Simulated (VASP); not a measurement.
A run of VASP 6.6.1 is set up as follows.

INCAR

```
SYSTEM = GaBSb2
ALGO     = Normal         ! electronic algorithm
EDIFF    = 1E-7           ! SCF threshold, eV
ENCUT    = 520            ! plane-wave cutoff, eV
GGA      = PE             ! functional
ISIF     = 2              ! what is computed and relaxed
ISMEAR   = -1             ! smearing method
LASPH    = .TRUE.         ! aspherical terms in the spheres
LCHARG   = .TRUE.         ! write CHGCAR
LELF     = .TRUE.         ! ELF
LREAL    = .FALSE.        ! projectors in reciprocal space
LVHAR    = .TRUE.       
LWAVE    = .FALSE.        ! write WAVECAR
NBANDS   = 21             ! bands
NELM     = 100            ! most SCF steps
PREC     = Accurate       ! precision mode
SIGMA    = 0.02           ! smearing width, eV
```

The input KPOINTS:

```
k-points
0
G
  6 6 4
  0 0 0
```

Contents of POSCAR:

```
GaBSb2
1.0
    4.0215371876      0.0000000000      0.0000000000
    0.0000000000      4.0215371876      0.0000000000
    0.0000000000      0.0000000000      5.8605490731
B Sb Ga
1 2 1
Direct
    0.0000000000      0.0000000000      0.0000000000
    0.0000000000      0.5000000000      0.2147629575
    0.5000000000      0.0000000000      0.7852370425
    0.5000000000      0.5000000000      0.5000000000
```

Potentials or basis: VASP PAW PBE potentials, release 64 (B, Sb, Ga_d).

Launch:

```sh
$ cat potpaw_PBE.64/B/POTCAR potpaw_PBE.64/Sb/POTCAR potpaw_PBE.64/Ga_d/POTCAR > POTCAR
$ mpirun -np 1 vasp_std > vasp.out
```

Task: Estimate the pressure.

Result: 0.2 GPa.

Task: What does it give for the band gap on the k mesh?

Result: None (metal or under the smearing width).

Forces on the atoms (eV/Å):
```
B    0.000  0.000  0.000
Sb   0.000  0.000  0.017
Sb   0.000  0.000 -0.017
Ga   0.000  0.000  0.000
```

The run has no spin-orbit coupling, so splittings on Sb are missing.
